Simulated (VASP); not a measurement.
Level of theory: PBEsol GGA, VASP's PBE PAW potentials (set 64) (plane waves; VASP).

VASP ran on this input.

INCAR:
```
ALGO  =  Normal
EDIFF  =  1E-7
ENCUT  =  520
GGA  =  PS
ISIF  =  2
ISMEAR  =  -5
LASPH  =  .TRUE.
LCHARG  =  .TRUE.
LMAXMIX  =  4
LORBIT  =  11
LREAL  =  .FALSE.
LWAVE  =  .FALSE.
NEDOS  =  601
NELM  =  100
PREC  =  Accurate
SYSTEM  =  Cd3SrO4
```

File KPOINTS:
```
Automatic
0
Gamma
  9 9 3
```

**POSCAR**
```
Cd3SrO4
9.4921120
  0.0000000000   0.2557937921   0.2557937921
  0.2557937921   0.0000000000   0.2557937921
  0.9999999997   0.9999999997   0.0231751687
Sr O Cd
1 4 3
direct
  0.0000000000   0.0000000000   0.0000000000
  0.4853924245   0.4853924245   0.1359556816
  0.4946329743   0.4946329743   0.3790252692
  0.5053670257   0.5053670257   0.6209747308
  0.5146075755   0.5146075755   0.8640443184
  0.9889345571   0.9889345571   0.2582990822
  0.0000000000   0.0000000000   0.5000000000
  0.0110654429   0.0110654429   0.7417009178
```

POTCAR, in this order: Sr_sv O Cd (PBE.64 set). Program: vasp_std.

Output

**OSZICAR**
```
       N       E                     dE             d eps       ncg     rms          rms(c)
DAV:   1     0.608446815197E+03    0.60845E+03   -0.38562E+04  4788   0.171E+03
DAV:   2     0.102054396700E+01   -0.60743E+03   -0.58777E+03  5194   0.437E+02
DAV:   3    -0.443259317407E+02   -0.45346E+02   -0.44959E+02  5670   0.122E+02
DAV:   4    -0.455672866755E+02   -0.12414E+01   -0.12383E+01  6912   0.172E+01
DAV:   5    -0.455853711019E+02   -0.18084E-01   -0.18076E-01  5980   0.177E+00    0.303E+01
DAV:   6    -0.384859198814E+02    0.70995E+01   -0.35798E+01  6954   0.599E+01    0.301E+01
DAV:   7    -0.383873261465E+02    0.98594E-01   -0.42992E+00  5628   0.130E+01    0.187E+01
DAV:   8    -0.382071031293E+02    0.18022E+00   -0.26956E+00  5444   0.900E+00    0.363E+00
DAV:   9    -0.380426896298E+02    0.16441E+00   -0.76722E-01  6408   0.582E+00    0.154E+00
DAV:  10    -0.380456296811E+02   -0.29401E-02   -0.10021E-01  5214   0.193E+00    0.599E-01
DAV:  11    -0.380453859664E+02    0.24371E-03   -0.10333E-02  5602   0.688E-01    0.227E-01
DAV:  12    -0.380451675939E+02    0.21837E-03   -0.25597E-03  6000   0.325E-01    0.108E-01
DAV:  13    -0.380451245370E+02    0.43057E-04   -0.43678E-04  6068   0.151E-01    0.278E-02
DAV:  14    -0.380451236068E+02    0.93020E-06   -0.61466E-05  5808   0.539E-02    0.170E-02
DAV:  15    -0.380451237248E+02   -0.11805E-06   -0.10649E-05  5650   0.228E-02    0.765E-03
DAV:  16    -0.380451238003E+02   -0.75449E-07   -0.92592E-07  5624   0.690E-03
   1 F= -.38045124E+02 E0= -.38045124E+02  d E =0.000000E+00
```

OUTCAR:
```
------------------------ aborting loop because EDIFF is reached ----------------------------------------
  FORCE on cell =-STRESS in cart. coord.  units (eV):
  Direction    XX          YY          ZZ          XY          YZ          ZX
  --------------------------------------------------------------------------------------
  Total        0.1543142      0.1543142      0.1543142      0.0434644     -0.0434644     -0.0434644
  in kB        2.2350120      2.2350120      2.2350120      0.6295164     -0.6295164     -0.6295164
  external PRESSURE =       2.2350120 kB  Pullay stress =       0.0000000 kB
  volume of cell :      110.62
      direct lattice vectors                 reciprocal lattice vectors
     0.000000000  2.428023323  2.428023323    -0.208343021  0.203514637  0.208343021
     2.428023323  0.000000000  2.428023323     0.203514637 -0.208343021  0.208343021
     9.492111997  9.492111997  0.219981297     0.053292852  0.053292852 -0.053292852
 POSITION                                       TOTAL-FORCE (eV/Angst)
 -----------------------------------------------------------------------------------
      0.00000      0.00000      0.00000         0.000000     -0.000000     -0.000000
      2.46905      2.46905      2.38700         0.010429      0.010429     -0.010429
      4.79873      4.79873      2.48534        -0.000296     -0.000296      0.000296
      7.12140      7.12140      2.59069         0.000296      0.000296     -0.000296
      9.45108      9.45108      2.68903        -0.010429     -0.010429      0.010429
      4.85296      4.85296      4.85913        -0.000333     -0.000333      0.000333
      4.74606      4.74606      0.10999         0.000000     -0.000000      0.000000
      7.06718      7.06718      0.21689         0.000333      0.000333     -0.000333
 -----------------------------------------------------------------------------------
    total drift:                                0.000000      0.000000     -0.000000
  FREE ENERGIE OF THE ION-ELECTRON SYSTEM (eV)
  ---------------------------------------------------
  free  energy   TOTEN  =       -38.0451238003 eV

  energy  without entropy=      -38.0451238003  energy(sigma->0) =      -38.04512380

 total charge

# of ion       s       p       d       tot
------------------------------------------
    1        2.022   5.800   0.308   8.131
    2        1.559   3.383   0.000   4.941
    3        1.569   3.320   0.000   4.890
    4        1.569   3.320   0.000   4.890
    5        1.559   3.383   0.000   4.941
    6        0.338   0.256   9.635  10.229
    7        0.336   0.248   9.637  10.221
    8        0.338   0.256   9.635  10.229
--------------------------------------------------
tot          9.291  19.966  29.216  58.473
```
(Selected blocks of OUTCAR.)

**OUTCAR**
```
 val. band max:        1.7934624366   @ k =   0.4444   0.0000   0.3333

 cond. band min:       2.2480488961   @ k =   0.0000   0.0000   0.0000


 Fermi energy:         1.8554345363

 k-point     1 :       0.0000    0.0000    0.0000
  band No.  band energies     occupation
      1     -30.7523      2.00000
      2     -15.4641      2.00000
      3     -14.9883      2.00000
      4     -14.4673      2.00000
      5     -14.3297      2.00000
      6     -12.3536      2.00000
      7     -12.3536      2.00000
      8     -11.4938      2.00000
      9      -5.3684      2.00000
     10      -5.1748      2.00000
     11      -5.1748      2.00000
     12      -4.9212      2.00000
     13      -4.8736      2.00000
     14      -4.8736      2.00000
     15      -4.6764      2.00000
     16      -4.6599      2.00000
     17      -4.6599      2.00000
     18      -4.5040      2.00000
     19      -4.5040      2.00000
     20      -4.4285      2.00000
     21      -4.4285      2.00000
     22      -4.1909      2.00000
     23      -4.1909      2.00000
     24      -1.6473      2.00000
     25      -1.3307      2.00000
     26      -0.9171      2.00000
     27       0.4264      2.00000
     28       0.4264      2.00000
     29       0.7135      2.00000
     30       0.7135      2.00000
     31       0.9550      2.00000
     32       1.4331      2.00000
     33       1.4331      2.00000
     34       1.6991      2.00000
     35       1.6991      2.00000
     36       2.2480      0.00000
     37       4.7201      0.00000
     38       5.5136      0.00000
     39       6.9469      0.00000
     40       7.4168      0.00000
     41       8.8570      0.00000
     42       8.8570      0.00000

 k-point     2 :       0.1111    0.0000   -0.0000
  band No.  band energies     occupation
      1     -30.7315      2.00000
      2     -15.3825      2.00000
      3     -14.9219      2.00000
      4     -14.5356      2.00000
      5     -14.3840      2.00000
      6     -12.3914      2.00000
...
```

The structure was generated: Cd3SrO4 was put into an ordered model structure (R-3m), which need not be its known phase. It was relaxed first.
